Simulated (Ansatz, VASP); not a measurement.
# Ga14Ge17O55 (amorphous 29Ga2O3-71GeO2 (mol %)): VASP beside Ansatz, part 2 of 2

Wanted: the spread between two codes on one cell, functional and k mesh. The structure shown is the start of the Ansatz relaxation below; VASP solves that cell, so the two are compared at the walk's first step.

VASP 6.6.1 and Ansatz 0.2.0.

So far: Set-up; Ansatz: relaxation, PBEsol.

**3. VASP: single point, PBEsol, start cell**

Level of this step: PBEsol, spin-polarised from a ferromagnetic start; plane waves and PAW (Ga_d, Ge_d, O) (VASP).

The same cell, functional, mesh and smearing now go to VASP, with its own data sets.

Lines of VASP's logs that name or quote its potential files are left out, and so is its time.

Contents of INCAR:

```
SYSTEM = Ga14Ge17O55
PREC = Accurate
ENCUT = 520
EDIFF = 1E-06
NELM = 200
ISMEAR = -1
SIGMA = 0.01
LREAL = Auto
ALGO = Normal
GGA = PS
NELECT = 749
NBANDS = 440
ISPIN = 2
MAGMOM = -0 0 -0 -0 -0 -0 -0 0 -0 -0 -0 -0 -0 0 -0 -0 -0 -0 -0 0 -0 -0 -0 -0 -0 -0 -0 -0 -0 -0 -0 -0 0 0 0.01 0 0 0.32 0 0.01 0.07 0 0.01 -0 -0 0 0 0.02 -0 0 -0 0 -0 0 -0 0 0.01 0.45 -0 0 -0 -0 -0 0 0 0 -0 0 -0 -0 -0 -0 0 0 -0 -0 0 -0 0 0 -0 -0 -0 -0 0 -0
LORBIT = 11
LWAVE = .FALSE.
LCHARG = .FALSE.
ISIF = 2
LASPH = .TRUE.
GGA_COMPAT = .FALSE.
NCORE = 2
```

Contents of POSCAR:

```
Ga14Ge17O55
1.0
   10.9438700000      0.0000000000      0.0000000000
    0.0000000000     10.9438700000      0.0000000000
    0.0000000000      0.0000000000     10.9438700000
Ga Ge O
14 17 55
Direct
    0.2265377787      0.7065782031      0.0410914969
    0.5292186402      0.0156434607      0.2681135649
    0.5700542861      0.0485111757      0.0025676475
    0.2166601029      0.2281733975      0.8058392506
    0.7784814695      0.7139704693      0.6331032806
    0.4438283715      0.5533782839      0.1588286411
    0.3985518834      0.0229991767      0.6761593477
    0.5710594150      0.2904913892      0.0996813741
    0.6891255104      0.0135966527      0.7281976120
    0.0128199622      0.0484198003      0.7709338653
    0.4374320967      0.7987942108      0.8221406139
    0.8295237425      0.9827327993      0.2815640171
    0.6372425842      0.7838908905      0.2077235932
    0.2140376302      0.2119268595      0.5063565265
    0.8723970588      0.6746516543      0.3405742210
    0.5587968424      0.8596227843      0.5224111763
    0.2801659742      0.0016082062      0.9717312066
    0.6449363890      0.2853560943      0.8101613049
    0.4068487656      0.4654477804      0.8984481724
    0.2356935892      0.0306107437      0.2622107170
    0.7162183030      0.6784437315      0.9036474300
    0.8055102994      0.4655391557      0.1116058579
    0.1715937781      0.8289023901      0.6314219741
    0.9134063179      0.1383971118      0.5224934141
    0.8368154958      0.9308041854      0.9875756931
    0.0181836955      0.6529865578      0.8257864905
    0.9346328127      0.3609326500      0.8691806463
    0.6962984758      0.2488973279      0.3510823868
    0.5229777035      0.5804345264      0.6627819958
    0.1593403430      0.7745431918      0.3329626540
    0.4361345667      0.4027185995      0.4299575927
    0.7380204626      0.5335132819      0.9795072493
    0.2156458364      0.1603454719      0.3490904040
    0.1167594279      0.9219225009      0.2870099882
    0.3747394660      0.9588929693      0.2857307333
    0.2854291946      0.3629794579      0.8731828869
    0.5864470247      0.6332312061      0.1829334596
    0.4193946017      0.0646937509      0.9257328532
    0.9147860857      0.0186679849      0.4168178167
    0.2141290056      0.0601980835      0.1037384399
    0.4769976252      0.9969325294      0.5278388724
    0.8165118920      0.2612969635      0.4553233911
    0.4941670543      0.7262056293      0.5875800791
    0.8601984490      0.7085519108      0.7915207326
    0.5677881773      0.7373899727      0.9134976932
    0.5366200439      0.4085117970      0.7987942108
    0.6869507770      0.0896026725      0.3151079097
    0.5127984890      0.1442085843      0.1471234582
    0.8595496840      0.0133682144      0.1219678231
    0.7079305584      0.3453531520      0.1965940750
    0.7096758277      0.9963842772      0.9026879888
    0.5876531794      0.8610116896      0.3625134436
    0.6134941296      0.1657640305      0.7084788105
    0.5295658666      0.4792728715      0.5404943589
    0.2417335001      0.7077478077      0.2097978138
    0.3102376033      0.8680110418      0.7109916328
    0.7073274810      0.8728173854      0.6089984622
    0.5240559327      0.9369994344      0.7572001495
    0.3119006348      0.8380399255      0.9596696598
    0.1831984481      0.0663567824      0.8579963030
    0.0374273452      0.2391384401      0.8245255106
    0.0760517075      0.6907976794      0.9689168457
    0.7963636264      0.3385000005      0.7897937384
    0.5448621009      0.2842413150      0.3844983539
    0.8053458237      0.6485731282      0.4837319888
    0.4074335678      0.5976679182      0.7806744780
    0.3422372525      0.5821797956      0.0169501282
    0.8569637614      0.5484897025      0.2373566206
    0.6346201115      0.2199404781      0.9593681211
    0.1032084628      0.6963258884      0.6969929285
    0.7903602656      0.7765443120      0.0160637873
    0.9591031326      0.9422717923      0.8880862072
    0.8031345402      0.8056930501      0.2692009317
    0.0282167094      0.6855527341      0.3608869623
    0.0046327305      0.4931984755      0.8106821444
    0.2912863548      0.1569463088      0.6610093139
    0.2233487788      0.7857366727      0.4828730604
    0.9140916330      0.3721626810      0.0335256175
    0.8614502914      0.0829870969      0.6723764080
    0.6723855455      0.6132200035      0.7243781222
    0.0767461602      0.9558410325      0.6406965726
    0.0522484277      0.2088109599      0.5596557708
    0.5936017149      0.9270395208      0.1300454044
    0.3936633019      0.4799490491      0.2983039820
    0.3067927525      0.3519139025      0.5045107444
    0.4865006620      0.4226384268      0.0464004050
```

Contents of KPOINTS:

```
Automatic mesh
0
Gamma
1 1 1
0 0 0
```

The projector-augmented-wave data sets are Ga_d, Ge_d and O (PBE family, release 64).

The run is started by

```sh
$ mpirun -np 8 vasp_gam
```

Numbers of over 12 decimals in the logs are rounded to 6 here.

The log of the run:

```text
[banner, memory and clock lines left out]
running    8 mpi-ranks, on    1 nodes
[...]
|                                                                             |
|               ----> ADVICE to this user running VASP <----                  |
|                                                                             |
|     You enforced a specific xc type in the INCAR file but a different       |
|     [... a line on the potential file left out ...]
|     I HOPE YOU KNOW WHAT YOU ARE DOING!                                     |
|                                                                             |

 LDA part: xc-table for (Slater+PW92), standard interpolation
 POSCAR, INCAR and KPOINTS ok, starting setup
[...]
entering main loop
       N       E                     dE             d eps       ncg     rms          rms(c)
DAV:   1     0.229967300285E+05    0.22997E+05   -0.25670E+05  2032   0.411E+03
DAV:   2     0.562995683177E+04   -0.17367E+05   -0.16268E+05  1760   0.117E+03
DAV:   3     0.336726038519E+03   -0.52932E+04   -0.49939E+04  2200   0.405E+02
DAV:   4    -0.550269805114E+03   -0.88700E+03   -0.86540E+03  2136   0.180E+02
DAV:   5    -0.631017634752E+03   -0.80748E+02   -0.79595E+02  2560   0.585E+01BRMIX: very serious problems
 the old and the new charge density differ
 old charge density:   750.00000 new  749.00001
    0.518E+01
DAV:   6    -0.553561910461E+03    0.77456E+02   -0.31172E+02  3032   0.906E+01    0.189E+01
DAV:   7    -0.555970889716E+03   -0.24090E+01   -0.55995E+01  2160   0.162E+01    0.124E+01
DAV:   8    -0.555435116207E+03    0.53577E+00   -0.86838E+00  2504   0.125E+01    0.785E+00
DAV:   9    -0.555091482884E+03    0.34363E+00   -0.31131E+00  2104   0.581E+00    0.405E+00
[...]
DAV:  27    -0.555088967733E+03   -0.26471E-05   -0.23265E-05  2152   0.118E-02    0.355E-02
DAV:  28    -0.555088964316E+03    0.34162E-05   -0.76613E-06  1744   0.106E-02    0.143E-02
DAV:  29    -0.555088964597E+03   -0.28037E-06   -0.40763E-06  1584   0.614E-03
   1 F= -.55508896E+03 E0= -.55508175E+03  d E =-.144341E-01  mag=     0.0181
```

Parts of OUTCAR (step 3):

```text
  FREE ENERGIE OF THE ION-ELECTRON SYSTEM (eV)
  ---------------------------------------------------
  free  energy   TOTEN  =      -555.0889645968 eV

  energy  without entropy=     -555.0745305142  energy(sigma->0) =     -555.08174756

 magnetization (x)
# of ion       s       p       d       tot
------------------------------------------
    1       -0.000  -0.000   0.000  -0.000
    2       -0.001  -0.001   0.001  -0.001
    3       -0.001  -0.001  -0.000  -0.002
    4        0.001   0.001  -0.000   0.001
    5       -0.000  -0.000  -0.000  -0.000
    6        0.001   0.001  -0.002   0.000
    7       -0.002  -0.001   0.000  -0.003
    8       -0.000  -0.000   0.000  -0.000
    9       -0.001  -0.001  -0.000  -0.002
   10        0.000   0.000   0.000   0.000
   11       -0.001  -0.002   0.000  -0.002
   12        0.000   0.000  -0.000   0.000
   13        0.001   0.001  -0.001   0.000
[...]
--------------------------------------------------
tot         -0.000   0.021  -0.001   0.020
```

The cell is charged against a uniform background.

The run ends at a pressure of -6.66 GPa, with forces up to 0.63 eV/Å.

**4. Differences**

Known differences besides the potentials themselves: VASP starts from the moments at which Ansatz ended; the cutoff is 420 eV in Ansatz and 520 eV in VASP (PREC = Accurate, projectors in real space); Ansatz makes its cores anew for this functional, VASP keeps those of its PBE data sets. Total energies have different zeros and are not compared.

Forces on 9 of the 86 atoms, those with the largest forces and the largest differences (eV/Å; atoms numbered as in POSCAR):

```tsv
atom	Ansatz x, y, z	VASP x, y, z
Ga2	0.393, 0.076, -0.064	0.361, 0.079, -0.038
Ga7	-0.357, 0.120, -0.083	-0.365, 0.163, -0.091
Ga9	0.449, 0.192, -0.050	0.464, 0.201, -0.057
Ga11	-0.307, -0.498, 0.173	-0.307, -0.517, 0.192
Ge15	0.022, -0.123, -0.008	0.068, -0.174, -0.003
Ge16	0.282, -0.435, -0.276	0.244, -0.445, -0.315
Ge17	-0.318, -0.297, 0.084	-0.349, -0.265, 0.089
Ge29	0.047, -0.090, 0.221	0.053, -0.113, 0.165
Ge31	0.631, 0.077, -0.071	0.622, 0.086, -0.062
```

The forces differ by 19 meV/Å r.m.s., which is 13.6 % of the r.m.s. force of 0.139 eV/Å (both taken over all components). Moments aren't recorded for both runs of this pair, so they may hold unlike magnetic states. The cell carries a charge of +1 e against a uniform background, so its pressure also hangs on how the neutralising background is counted, and in a defect's cell a gap may be the spacing between its levels.

**5. Summary of results**

- r.m.s. force difference (single point, PBEsol, start cell): 19 meV/Å

The r.m.s. force difference is 19 meV/Å (single point, PBEsol, start cell), beyond the 12 meV/Å picked in this series as the mark of a large difference. What causes the difference of the single point, PBEsol, start cell pair stays open here. 1 further run of this series is not shown here. How closely two codes agree says nothing of how well the functional describes the real material.

[Lines on the potential files, build, host, timing and source positions are cut from VASP's logs without a mark.]

[Logs are printed without paths, hosts, clocks, repeated set-up lines and the standing remarks that a program may print on its own settings, such as how far it seeks lower states.]

[Hosts, paths, dates, database ids (printed as entryN), source tags and the programs' standing remarks are cut or masked in the printed files.]
